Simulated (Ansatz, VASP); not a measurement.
# Si15O28F4 (fluorine-doped silica glass) in two plane-wave programs

Wanted: the spread between two codes on one cell, functional and k mesh. Of the first pair: The structure shown is the start of the Ansatz relaxation below; VASP solves that cell, so the two are compared at the walk's first step.

Method: plane waves, with VASP 6.6.1 beside it; single point at PBE, in Ansatz 0.2.0.

### 1. Starting point

The cell holds 47 atoms: 15 Si, 4 F and 28 O. Its edges and angles: a = 8.599 Å, b = 8.599 Å, c = 8.599 Å, α = 90.0°, β = 90.0°, γ = 90.0°. As first built, before any earlier steps moved the atoms (in the runner's words): kind fluorine-doped silica glass; units_of_the_quenched_model {'SiO2': 14, 'SiF4': 1}; melt_K 2200; rate_K_ps 10; atoms 47.

### 2. Ansatz: relaxation, PBE

Ansatz runs on its PAW soft_1 files.

The two programs are compared at the cell with which this relaxation starts, whose forces are those of its first step.

Input file input.yaml:

```yaml
crystal:
  lattice:
    - [8.5992305163, 0.0, 0.0]
    - [0.0, 8.5992305163, 0.0]
    - [0.0, 0.0, 8.5992305163]
  atoms:
    - { symbol: Si, position: [0.765293, 0.342377, 0.945655] }
    - { symbol: Si, position: [0.270118, 0.318586, 0.345045] }
    - { symbol: Si, position: [0.936015, 0.081953, 0.082631] }
    - { symbol: Si, position: [0.142225, 0.814806, 0.146361] }
    - { symbol: Si, position: [0.350757, 0.895063, 0.868664] }
    - { symbol: Si, position: [0.685015, 0.9138, 0.268502] }
    - { symbol: Si, position: [0.533087, 0.652124, 0.673735] }
    - { symbol: Si, position: [0.436404, 0.203839, 0.027616] }
    - { symbol: Si, position: [0.808781, 0.629511, 0.132019] }
    - { symbol: Si, position: [0.065602, 0.601234, 0.656375] }
    - { symbol: Si, position: [0.91906, 0.398197, 0.382568] }
    - { symbol: Si, position: [0.303525, 0.366489, 0.718604] }
    - { symbol: Si, position: [0.335255, 0.668267, 0.413997] }
    - { symbol: Si, position: [0.781562, 0.173388, 0.615029] }
    - { symbol: Si, position: [0.011957, 0.937107, 0.754935] }
    - { symbol: F, position: [0.799542, 0.855677, 0.408388] }
    - { symbol: F, position: [0.524971, 0.984356, 0.31321] }
    - { symbol: F, position: [0.604022, 0.09585, 0.622595] }
    - { symbol: F, position: [0.710853, 0.626589, 0.682892] }
    - { symbol: O, position: [0.342229, 0.273508, 0.875536] }
    - { symbol: O, position: [0.35579, 0.244132, 0.194851] }
    - { symbol: O, position: [0.002385, 0.756066, 0.725249] }
    - { symbol: O, position: [0.448852, 0.489615, 0.705559] }
    - { symbol: O, position: [0.927524, 0.981924, 0.920887] }
    - { symbol: O, position: [0.473069, 0.789216, 0.781149] }
    - { symbol: O, position: [0.499927, 0.702676, 0.49301] }
    - { symbol: O, position: [0.775526, 0.525164, 0.983215] }
    - { symbol: O, position: [0.981032, 0.508696, 0.519575] }
    - { symbol: O, position: [0.227994, 0.673565, 0.568209] }
    - { symbol: O, position: [0.915671, 0.256128, 0.0262] }
    - { symbol: O, position: [0.242167, 0.791727, 0.989124] }
    - { symbol: O, position: [0.611089, 0.272748, 0.023511] }
    - { symbol: O, position: [0.082474, 0.996264, 0.15967] }
    - { symbol: O, position: [0.790408, 0.040785, 0.193225] }
    - { symbol: O, position: [0.816518, 0.500785, 0.269083] }
    - { symbol: O, position: [0.978355, 0.714513, 0.138727] }
    - { symbol: O, position: [0.333176, 0.496789, 0.341996] }
    - { symbol: O, position: [0.202248, 0.975673, 0.77061] }
    - { symbol: O, position: [0.438494, 0.022547, 0.975073] }
    - { symbol: O, position: [0.678985, 0.764564, 0.164234] }
    - { symbol: O, position: [0.90996, 0.042553, 0.640787] }
    - { symbol: O, position: [0.083798, 0.328206, 0.323432] }
    - { symbol: O, position: [0.292843, 0.292761, 0.542691] }
    - { symbol: O, position: [0.146569, 0.469023, 0.755857] }
    - { symbol: O, position: [0.816349, 0.263314, 0.462168] }
    - { symbol: O, position: [0.248889, 0.769319, 0.287463] }
    - { symbol: O, position: [0.770986, 0.286024, 0.765521] }
  symmetry: { detect: false }
kpoints:
  mp_grid: { grid: [2, 2, 2] }
scf:
  occupations: { method: fermi_dirac, width: 0.05 }
hamiltonian:
  xc: pbe
  pseudopotentials: { kind: paw, azcp: { folder: soft_1 } }
output:
  forces: true
  stress: true
relax:
  f_tol: 0.04
  max_steps: 100
  escape_saddle: false
  cell: { stress_tol: 0.4, fix: [] }
```

Command:

```bash
$ ansatz run input.yaml --threads 4 --pin off --max-ram 16384MiB --backend cpu --events-out ev --progress --plain --runs-dir out
```

Numbers of over 12 decimals in the logs are rounded to 6 here.

The log of the run:

```text
Engine: ansatz 0.2.0, aarch64-unknown-linux-gnu
Pseudopotentials: kind: paw
Pseudopotential: Si, paw, valence charge 4, recommended cutoff 420 eV (normal), soft_1/Si.paw.azcp
Pseudopotential: F, paw, valence charge 7, recommended cutoff 420 eV (normal), soft_1/F.paw.azcp
Pseudopotential: O, paw, valence charge 6, recommended cutoff 420 eV (normal), soft_1/O.paw.azcp
Functional definition: PBE
  parameter kappa = 0.804
  parameter beta = 0.066725
  exchange = pbe_x(kappa = kappa, mu = beta*pi^2/3)
  correlation = pbe_c(beta = beta)
Crystal: 47 atoms, lattice volume = 635.885 Å³
Basis set: ecut = 420 eV, 12533 PW (Γ), exchange–correlation on 120×120×120 points (8 copies of the dense FFT grid, shifted against one another)
Bands: 175, of which v1, the nominal top of the filled ones, is band 128 counted from 1 (127 counted from 0)
Symmetry: 1 space group operations
k-points: 8
Non-local potential: Si, projectors of the file, l = 0: 2, l = 1: 2, l = 2: 1
Non-local potential: F, projectors of the file, l = 0: 2, l = 1: 2, l = 2: 1
Non-local potential: O, projectors of the file, l = 0: 2, l = 1: 2, l = 2: 1
PAW form: soft (Blöchl's): semilocal exchange-correlation on the pseudo side does not see the compensation charge
PAW one-centre angular grid: Si, 110 points (default); XC on 64 Gauss nodes
PAW one-centre angular grid: F, 110 points (default); XC on 64 Gauss nodes
PAW one-centre angular grid: O, 110 points (default); XC on 64 Gauss nodes
Initial density: superposition of atomic densities (chi_scale 0.1, normalization cell, long waves kept (reshape's long-wave potential 0.99 eV rms))
Initial wavefunctions: pseudopotential atomic-orbital guess
Functional: x = pbe(κ = 0.804, μ = 0.219515), c = pbe(β = 0.066725)
SCF iter   1: F=—  HF=-28744.000887 eV  |F-HF|=—  |Δ(HF+E_count)|=         —  Δρ=1.45e-1  dr2=1.29e2  ethr=3.10e-3  ⟨swp⟩=6.0  Hψ=6276  notcnv=0  defer=180
preconditioner: auto → Resta (q_TF=auto, 2.344 Å⁻¹)  ε∞=2.8  [insulator: Δε(μ)=1.616 eV  Ē_g=17.178 eV  σ=0.050 eV  W_gap=1.00  n_scr=146 (ndim 8)  ℏωp=23.1 eV  f_vac=0.101  D(μ)=0.00/eV (n_scr^D=0)  ε∞_Penn≈2.8]
SCF iter   2: F=—  HF=-28707.027916 eV  |F-HF|=—  |Δ(HF+E_count)|=    3.70e1  Δρ=4.91e-2  dr2=1.03e1  ethr=3.10e-3  ⟨swp⟩=4.0  Hψ=3515  notcnv=0  defer=321
SCF iter   3: F=—  HF=-28705.035361 eV  |F-HF|=—  |Δ(HF+E_count)|=    1.99e0  Δρ=2.30e-2  dr2=3.10e0  ethr=3.10e-3  ⟨swp⟩=2.2  Hψ=2673  notcnv=0  defer=329
SCF iter   4: F=—  HF=-28704.484188 eV  |F-HF|=—  |Δ(HF+E_count)|=   5.51e-1  Δρ=1.06e-2  dr2=4.89e-1  ethr=1.21e-3  ⟨swp⟩=4.2  Hψ=2307  notcnv=0  defer=330
SCF iter   5: F=—  HF=-28704.380088 eV  |F-HF|=—  |Δ(HF+E_count)|=   1.04e-1  Δρ=2.19e-3  dr2=3.05e-2  ethr=1.91e-4  ⟨swp⟩=3.0  Hψ=2699  notcnv=0  defer=330
SCF iter   6: F=—  HF=-28704.393810 eV  |F-HF|=—  |Δ(HF+E_count)|=   1.37e-2  Δρ=7.89e-4  dr2=2.94e-3  ethr=1.19e-5  ⟨swp⟩=2.2  Hψ=2118  notcnv=0  defer=330
SCF iter   7: F=—  HF=-28704.393952 eV  |F-HF|=—  |Δ(HF+E_count)|=   1.42e-4  Δρ=3.23e-4  dr2=4.78e-4  ethr=1.15e-6  ⟨swp⟩=2.0  Hψ=2078  notcnv=0  defer=330
SCF iter   8: F=—  HF=-28704.394025 eV  |F-HF|=—  |Δ(HF+E_count)|=   7.28e-5  Δρ=5.87e-5  dr2=2.34e-5  ethr=1.87e-7  ⟨swp⟩=2.0  Hψ=2011  notcnv=0  defer=330
SCF iter   9: F=—  HF=-28704.394146 eV  |F-HF|=—  |Δ(HF+E_count)|=   1.21e-4  Δρ=3.68e-5  dr2=5.91e-6  ethr=9.12e-9  ⟨swp⟩=2.0  Hψ=2377  notcnv=0  defer=330
SCF iter  10: F=—  HF=-28704.394146 eV  |F-HF|=—  |Δ(HF+E_count)|=   2.44e-7  Δρ=8.23e-6  dr2=4.14e-7  ethr=2.31e-9  ⟨swp⟩=2.0  Hψ=2106  notcnv=0  defer=330
SCF iter  11: F=-28704.394147 eV  HF=-28704.394147 eV  |F-HF|=5.93e-10  |Δ(HF+E_count)|=   3.98e-7  Δρ=2.94e-6  dr2=4.63e-8  ethr=3.91e-11  ⟨swp⟩=5.0  Hψ=5005  notcnv=0
SCF 1 converged in 11 iterations: F = -28704.394147 eV  dr2 = 4.63e-8
  greatest PAW one-centre occupation: 0.933 electrons in one spin orbital (limit 2), on the F atom at site 16 (counted from 0), in its partial waves of l = 0
relax step   1: F+E_penalty+E_count = -28704.39414682 eV  Δ(F+E_penalty+E_count) = +0.000e0 eV  max|allowed force component| = 3.572e0 eV/Å  Δτ_max = 0.0000 Å  P = +4.932 GPa  Ω = 635.885 Å³  (11 SCF iters, dr2 threshold 1.00e-7 eV, accepted)
Crystal: 47 atoms, lattice volume = 661.269 Å³
Basis set: ecut = 420 eV, 12951 PW (Γ), exchange–correlation on 120×120×120 points (8 copies of the dense FFT grid, shifted against one another)
Initial density: handed on by an earlier stage of this run
Initial wavefunctions: those handed on with the density
iter 1 solved again at ethr=6.15e-4 eV; its pass at ethr=3.10e-3 eV (dr2=1.58e0 eV) is discarded
SCF iter   1: F=—  HF=-28706.654989 eV  |F-HF|=—  |Δ(HF+E_count)|=         —  Δρ=2.00e-2  dr2=1.58e0  ethr=6.15e-4  ⟨swp⟩=4.2  Hψ=7918  notcnv=0
[...]
SCF 23 converged in 4 iterations: F = -28708.778565 eV  dr2 = 1.80e-8
relax step  23: F+E_penalty+E_count = -28708.77856476 eV  Δ(F+E_penalty+E_count) = -4.647e-2 eV  max|allowed force component| = 1.372e-2 eV/Å  Δτ_max = 0.0000 Å  P = +0.035 GPa  Ω = 711.896 Å³  stress off target by 1.37e-1 GPa  SCF on the basis re-selected at this cell (its energy is not comparable with the rows above)  (4 SCF iters)
[...]
Harris-Foulkes:  -28708.778565 eV  (|F-HF|=1.05e-8)
Internal energy: -28708.778565 eV  (E = F + TS)
E sigma→0 (E₀):  -28708.778565 eV
Fermi energy:    3.438374 eV
--- Per-component energies (eV) ---
  E_band       = -1619.347704
  E_kinetic    = 6263.724962
  E_local      = -20510.640006  (includes V_loc(G=0)·N_el)
  E_nonlocal   = 2136.361292
  E_hartree    = 7873.807058
  E_xc         = -3173.167945
  E_vxc        = -3688.106300  (∫ρ·V_xc dr)
  E_paw        = -13080.586770  (= ΣΔE_a)
  E_vpaw       = -1568.329398  (= ΣTr[D̂ρ^β])
  E_aug_tail   = 0.025980  (compensation charges beyond the density's cutoff)
  E_ewald      = -8218.303137
  E_smearing   = -0.000000  (= −TS)
  E_closure    = -0.000000  (closes the sum)
  Σ components = -28708.778565   (vs F -28708.778565, Δ=0.00e0)
--- Forces (eV/Å), atoms counted from 1 ---
  atom   1  Si     0.00027561     0.00299063    -0.00296140
  atom   2  Si     0.00781628    -0.00807370     0.00299358
  atom   3  Si    -0.00250525     0.00244283    -0.00130315
  atom   4  Si    -0.00547834     0.00061041    -0.00214290
  atom   5  Si     0.01048965     0.00079553     0.00226730
  atom   6  Si    -0.01130366    -0.00245562     0.00441818
  atom   7  Si     0.00067952    -0.00677821    -0.00147725
  atom   8  Si    -0.00465310     0.00972668     0.00943503
  atom   9  Si    -0.00440139    -0.00714538    -0.00169206
  atom  10  Si    -0.00444971    -0.00883737     0.00452751
  atom  11  Si    -0.00275493    -0.00374283    -0.00241388
  atom  12  Si     0.00780322    -0.00380828     0.00470482
  atom  13  Si     0.01372545    -0.00056290    -0.00343267
  atom  14  Si    -0.00547049     0.00377574     0.00315957
  atom  15  Si    -0.00260036     0.00876217     0.00566483
  atom  16  F     -0.00063319    -0.00160459     0.00113580
  atom  17  F      0.00446804     0.00015215    -0.00133015
  atom  18  F      0.00190157     0.00070988     0.00051537
  atom  19  F     -0.00038579     0.00333601     0.00329771
  atom  20  O      0.00015217     0.00099999     0.00235938
  atom  21  O      0.00179474    -0.00068845    -0.00295535
  atom  22  O     -0.00472846    -0.00152993    -0.00377523
  atom  23  O     -0.00056416     0.00646544    -0.00053251
  atom  24  O      0.00224488     0.00208903    -0.00026938
[...]
atom  40  O      0.00668764    -0.00405856    -0.00469978
  atom  41  O      0.00329884    -0.00344715    -0.00005516
  atom  42  O     -0.00643185     0.00070555     0.00029532
  atom  43  O     -0.00236165     0.00079815    -0.00417958
  atom  44  O     -0.00098660     0.00393035    -0.00005099
  atom  45  O      0.00316307    -0.00028667    -0.00248469
  atom  46  O      0.00141848    -0.00245145     0.00012302
  atom  47  O     -0.00192215    -0.00477774    -0.00203284
  max |Σ_I F_I| component: 3.32e-5 eV/Å
--- Stress (GPa, compression-positive) ---
        0.076843      -0.059671      -0.008492
       -0.059672       0.075345      -0.028126
       -0.008485      -0.028120      -0.047099
  P = ⅓ Tr σ = 0.0350 GPa (0.350 kbar)
--- Relaxed structure (21 steps of the walk, 20 accepted, 2 SCFs on fresh bases) ---
  F+E_penalty+E_count = -28708.77856476 eV   max|allowed force component| = 1.372e-2 eV/Å   (the final SCF, on the basis selected at the relaxed cell)
  cell:  # Å, volume = 711.8956 Å³
    - [9.134762, -0.218114, -0.045182]
    - [-0.218114, 9.276856, -0.262957]
    - [-0.045182, -0.262957, 8.413215]
  atoms:
    - { symbol: Si, position: [0.783829, 0.285846, 0.954736] }
    - { symbol: Si, position: [0.298871, 0.393021, 0.352017] }
    - { symbol: Si, position: [0.886489, 0.018770, 0.085777] }
    - { symbol: Si, position: [0.120890, 0.822223, 0.162448] }
    - { symbol: Si, position: [0.300726, 0.947956, 0.892687] }
    - { symbol: Si, position: [0.676806, 0.804726, 0.217097] }
    - { symbol: Si, position: [0.503581, 0.744480, 0.692526] }
    - { symbol: Si, position: [0.433937, 0.256604, 0.022350] }
    - { symbol: Si, position: [0.874377, 0.563042, 0.127622] }
    - { symbol: Si, position: [0.073387, 0.599913, 0.662819] }
    - { symbol: Si, position: [0.956517, 0.383540, 0.411961] }
    - { symbol: Si, position: [0.337729, 0.446205, 0.728750] }
    - { symbol: Si, position: [0.308788, 0.709122, 0.411888] }
    - { symbol: Si, position: [0.817284, 0.134036, 0.600509] }
    - { symbol: Si, position: [0.000228835, 0.914973, 0.752634] }
    - { symbol: F, position: [0.729715, 0.793652, 0.395507] }
    - { symbol: F, position: [0.504182, 0.798223, 0.195882] }
    - { symbol: F, position: [0.656152, 0.074658, 0.549557] }
    - { symbol: F, position: [0.675952, 0.763414, 0.711743] }
    - { symbol: O, position: [0.372278, 0.341322, 0.871462] }
    - { symbol: O, position: [0.379451, 0.302692, 0.205151] }
    - { symbol: O, position: [-0.00636481, 0.738416, 0.741090] }
    - { symbol: O, position: [0.459130, 0.581605, 0.741218] }
    - { symbol: O, position: [0.901890, 0.947609, 0.908154] }
    - { symbol: O, position: [0.435594, 0.868608, 0.807991] }
    - { symbol: O, position: [0.454624, 0.770535, 0.510299] }
    - { symbol: O, position: [0.857079, 0.451027, 0.970182] }
    - { symbol: O, position: [0.953465, 0.489122, 0.573459] }
    - { symbol: O, position: [0.185916, 0.667449, 0.538850] }
    - { symbol: O, position: [0.881323, 0.192327, 0.074105] }
    - { symbol: O, position: [0.220425, 0.832996, 1.005588] }
    - { symbol: O, position: [0.613210, 0.274231, 0.012897] }
    - { symbol: O, position: [0.021013, 0.963767, 0.192187] }
    - { symbol: O, position: [0.731452, -0.039957, 0.157735] }
    - { symbol: O, position: [0.862685, 0.463543, 0.280343] }
    - { symbol: O, position: [1.022962, 0.668941, 0.141200] }
    - { symbol: O, position: [0.340457, 0.559890, 0.308713] }
    - { symbol: O, position: [0.169931, 0.984015, 0.767225] }
    - { symbol: O, position: [0.370473, 0.090189, 0.991347] }
    - { symbol: O, position: [0.734879, 0.665808, 0.116809] }
    - { symbol: O, position: [0.923131, -0.00214966, 0.610344] }
    - { symbol: O, position: [0.121188, 0.356774, 0.343799] }
    - { symbol: O, position: [0.345134, 0.371881, 0.542533] }
    - { symbol: O, position: [0.174875, 0.504890, 0.774727] }
    - { symbol: O, position: [0.875899, 0.231586, 0.457628] }
    - { symbol: O, position: [0.233942, 0.829669, 0.311936] }
    - { symbol: O, position: [0.801867, 0.226312, 0.769953] }
[key lines of the parts left out:]
SCF converged after 4 iterations
Free energy (F): -28708.778565 eV
```

The column dr2 measures how far the density is from self-consistency, as an energy; F and HF (Harris–Foulkes) agree once it is small.

(Part 1 of 2 ends here.)

[Lines on the potential files, build, host, timing and source positions are cut from VASP's logs without a mark.]

[Logs are printed without paths, hosts, clocks, repeated set-up lines and the standing remarks that a program may print on its own settings, such as how far it seeks lower states.]

[Hosts, paths, dates, database ids (printed as entryN), source tags and the programs' standing remarks are cut or masked in the printed files.]
